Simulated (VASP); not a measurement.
OSZICAR of a VASP run on LiNbO3 (space group R-3c):

**OSZICAR**
```
       N       E                     dE             d eps       ncg     rms          rms(c)
DAV:   1     0.722367436299E+03    0.72237E+03   -0.38381E+04  1520   0.183E+03
DAV:   2    -0.885297382316E+02   -0.81090E+03   -0.79391E+03  2032   0.635E+02
DAV:   3    -0.154874399651E+03   -0.66345E+02   -0.66033E+02  2304   0.165E+02
DAV:   4    -0.161064855808E+03   -0.61905E+01   -0.61832E+01  2720   0.445E+01
DAV:   5    -0.161410787199E+03   -0.34593E+00   -0.34589E+00  2360   0.781E+00    0.275E+01
DAV:   6    -0.122709365980E+03    0.38701E+02   -0.64823E+01  2296   0.572E+01    0.657E+00
DAV:   7    -0.116507801030E+03    0.62016E+01   -0.37543E+00  1832   0.123E+01    0.375E+00
DAV:   8    -0.124737813275E+03   -0.82300E+01   -0.28216E+00  1720   0.109E+01    0.185E+00
DAV:   9    -0.117634861303E+03    0.71030E+01   -0.15656E+00  1576   0.902E+00    0.559E-01
DAV:  10    -0.118206019763E+03   -0.57116E+00   -0.47411E-01  1808   0.420E+00    0.584E-01
DAV:  11    -0.117971612705E+03    0.23441E+00   -0.75787E-02  2368   0.218E+00    0.476E-01
DAV:  12    -0.118292537419E+03   -0.32092E+00   -0.14254E-01  1544   0.316E+00    0.214E-01
DAV:  13    -0.118288329050E+03    0.42084E-02   -0.17239E-02  1736   0.103E+00    0.102E-01
DAV:  14    -0.118290620926E+03   -0.22919E-02   -0.50424E-03  1768   0.574E-01    0.611E-02
DAV:  15    -0.118299873794E+03   -0.92529E-02   -0.21977E-03  1568   0.408E-01    0.607E-02
DAV:  16    -0.118301211986E+03   -0.13382E-02   -0.86145E-04  1616   0.272E-01    0.936E-03
DAV:  17    -0.118301327386E+03   -0.11540E-03   -0.15473E-04  1800   0.994E-02    0.889E-03
DAV:  18    -0.118301360097E+03   -0.32712E-04   -0.30241E-05  2088   0.441E-02    0.647E-03
DAV:  19    -0.118301360814E+03   -0.71733E-06   -0.36959E-06  1376   0.133E-02
   1 F= -.11830136E+03 E0= -.11830136E+03  d E =-.118301E+03
       N       E                     dE             d eps       ncg     rms          rms(c)
DAV:   1    -0.118348741221E+03   -0.47381E-01   -0.37252E+00  1528   0.149E+01    0.179E+00
DAV:   2    -0.118313395569E+03    0.35346E-01   -0.21916E-01  1920   0.339E+00    0.898E-01
DAV:   3    -0.118298163833E+03    0.15232E-01   -0.51663E-02  2112   0.169E+00    0.196E-01
DAV:   4    -0.118298734276E+03   -0.57044E-03   -0.10041E-02  2632   0.582E-01    0.166E-01
DAV:   5    -0.118297822898E+03    0.91138E-03   -0.62271E-03  1976   0.506E-01    0.127E-01
DAV:   6    -0.118299989274E+03   -0.21664E-02   -0.22209E-03  1832   0.330E-01    0.792E-02
DAV:   7    -0.118299876841E+03    0.11243E-03   -0.84163E-04  2984   0.163E-01    0.269E-02
DAV:   8    -0.118300213956E+03   -0.33711E-03   -0.14021E-04  1568   0.947E-02    0.189E-02
DAV:   9    -0.118300193689E+03    0.20267E-04   -0.21193E-05  1888   0.336E-02    0.765E-03
DAV:  10    -0.118300210518E+03   -0.16828E-04   -0.10768E-05  1528   0.273E-02    0.361E-03
DAV:  11    -0.118300209971E+03    0.54643E-06   -0.24480E-06  1048   0.138E-02
   2 F= -.11830021E+03 E0= -.11830021E+03  d E =0.115084E-02
       N       E                     dE             d eps       ncg     rms          rms(c)
DAV:   1    -0.118319906289E+03   -0.19696E-01   -0.10656E+00  1520   0.798E+00    0.972E-01
DAV:   2    -0.118309193943E+03    0.10712E-01   -0.62118E-02  1904   0.182E+00    0.478E-01
DAV:   3    -0.118304987746E+03    0.42062E-02   -0.14817E-02  2120   0.907E-01    0.108E-01
DAV:   4    -0.118305056950E+03   -0.69204E-04   -0.28283E-03  2624   0.308E-01    0.905E-02
DAV:   5    -0.118304877513E+03    0.17944E-03   -0.18286E-03  1976   0.274E-01    0.687E-02
DAV:   6    -0.118305419559E+03   -0.54205E-03   -0.67770E-04  1848   0.183E-01    0.416E-02
DAV:   7    -0.118305386298E+03    0.33261E-04   -0.25337E-04  2920   0.912E-02    0.142E-02
DAV:   8    -0.118305483673E+03   -0.97375E-04   -0.39114E-05  1640   0.489E-02    0.103E-02
DAV:   9    -0.118305479920E+03    0.37534E-05   -0.52557E-06  1536   0.160E-02    0.459E-03
DAV:  10    -0.118305485585E+03   -0.56652E-05   -0.29213E-06  1088   0.147E-02    0.225E-03
DAV:  11    -0.118305486138E+03   -0.55281E-06   -0.71040E-07   760   0.814E-03
   3 F= -.11830549E+03 E0= -.11830549E+03  d E =-.412532E-02
       N       E                     dE             d eps       ncg     rms          rms(c)
DAV:   1    -0.118307049113E+03   -0.15635E-02   -0.35720E-01  1520   0.355E+00    0.180E-01
DAV:   2    -0.118306942730E+03    0.10638E-03   -0.98212E-03  2112   0.710E-01    0.106E-01
DAV:   3    -0.118306637955E+03    0.30478E-03   -0.77811E-04  2176   0.220E-01    0.352E-02
DAV:   4    -0.118306642674E+03   -0.47188E-05   -0.30589E-04  2312   0.115E-01    0.153E-02
DAV:   5    -0.118306661016E+03   -0.18342E-04   -0.69706E-05  1880   0.626E-02    0.116E-02
DAV:   6    -0.118306654376E+03    0.66394E-05   -0.55857E-05  1520   0.556E-02    0.564E-03
DAV:   7    -0.118306687229E+03   -0.32853E-04   -0.28231E-05  1648   0.396E-02    0.156E-03
DAV:   8    -0.118306688759E+03   -0.15291E-05   -0.74338E-06  2120   0.170E-02    0.260E-03
DAV:   9    -0.118306690166E+03   -0.14077E-05   -0.39977E-07   768   0.557E-03    0.160E-03
DAV:  10    -0.118306691153E+03   -0.98704E-06   -0.42786E-07   760   0.536E-03
   4 F= -.11830669E+03 E0= -.11830669E+03  d E =-.120502E-02
       N       E                     dE             d eps       ncg     rms          rms(c)
DAV:   1    -0.118307808515E+03   -0.11183E-02   -0.33261E-01  1520   0.343E+00    0.173E-01
DAV:   2    -0.118307706806E+03    0.10171E-03   -0.91286E-03  2136   0.684E-01    0.102E-01
DAV:   3    -0.118307421469E+03    0.28534E-03   -0.73020E-04  2184   0.213E-01    0.336E-02
DAV:   4    -0.118307425676E+03   -0.42073E-05   -0.28392E-04  2280   0.111E-01    0.146E-02
DAV:   5    -0.118307443001E+03   -0.17325E-04   -0.67364E-05  1880   0.613E-02    0.112E-02
DAV:   6    -0.118307439311E+03    0.36901E-05   -0.49142E-05  1520   0.521E-02    0.553E-03
DAV:   7    -0.118307466853E+03   -0.27542E-04   -0.25619E-05  1664   0.375E-02    0.154E-03
DAV:   8    -0.118307468650E+03   -0.17977E-05   -0.71462E-06  1960   0.171E-02    0.236E-03
DAV:   9    -0.118307470111E+03   -0.14609E-05   -0.42331E-07   760   0.575E-03    0.147E-03
DAV:  10    -0.118307471001E+03   -0.88950E-06   -0.36740E-07   760   0.505E-03
   5 F= -.11830747E+03 E0= -.11830747E+03  d E =-.198486E-02
       N       E                     dE             d eps       ncg     rms          rms(c)
DAV:   1    -0.118309427203E+03   -0.19571E-02   -0.13308E+00  1520   0.686E+00    0.349E-01
DAV:   2    -0.118308932613E+03    0.49459E-03   -0.36721E-02  2112   0.137E+00    0.203E-01
DAV:   3    -0.118307774113E+03    0.11585E-02   -0.28820E-03  2184   0.425E-01    0.681E-02
DAV:   4    -0.118307751701E+03    0.22412E-04   -0.11201E-03  2288   0.218E-01    0.293E-02
DAV:   5    -0.118307805008E+03   -0.53307E-04   -0.26025E-04  1952   0.120E-01    0.226E-02
DAV:   6    -0.118307782323E+03    0.22685E-04   -0.18247E-04  1520   0.100E-01    0.112E-02
DAV:   7    -0.118307868504E+03   -0.86180E-04   -0.10111E-04  1664   0.748E-02    0.286E-03
DAV:   8    -0.118307875849E+03   -0.73453E-05   -0.29071E-05  2336   0.353E-02    0.473E-03
DAV:   9    -0.118307881292E+03   -0.54426E-05   -0.14824E-06   976   0.925E-03    0.283E-03
DAV:  10    -0.118307883280E+03   -0.19879E-05   -0.12094E-06   760   0.902E-03    0.114E-03
DAV:  11    -0.118307883132E+03    0.14793E-06   -0.24395E-07   760   0.505E-03
   6 F= -.11830788E+03 E0= -.11830788E+03  d E =-.239699E-02
```

Q: Which electronic solver shows in the log?

A: It is blocked Davidson (ALGO = Normal, or the opening steps of other solvers). The INCAR had ALGO = Normal.

Q: Can the final energy be trusted as converged?

A: The run converged. It stopped with EDIFF = 1E-6, NELM = 100, NSW = 60 and EDIFFG = -0.02 after 6 ionic steps (r2SCAN meta-GGA, plane waves, VASP's PBE PAW potentials (set 64)).

The structure comes from a computed database's LiNbO3 entry (R-3c); how it stands against other phases isn't given here. This run relaxes it. Symmetry was kept, so distortions that lower it aren't found. The start is the result of an earlier pass.
